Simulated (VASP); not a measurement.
Consider the following.

```
CELL_PARAMETERS angstrom
      0.00000     2.40822     2.40822
      2.40822     0.00000     2.40822
      2.40822     2.40822     0.00000
ATOMIC_POSITIONS crystal
  B  0.00000 0.00000 0.00000
  As 0.25000 0.25000 0.25000
```

Calculation: PBE GGA, VASP's PBE PAW potentials (set 64) (plane waves; VASP). Numerical set-up: 520 eV cut-off, 8×8×8 Γ-centred mesh, Gaussian smearing of 0.050 eV, potentials B As.

**Question.** Predict the energy per atom (σ→0).

**Answer.** 
| Property | Result |
|---|---|
| energy per atom (σ→0) | -5.706 eV/atom |

Only differences to runs with the same potentials and settings are physical.

The compound is BAs in the zinc blende structure. It was relaxed first.
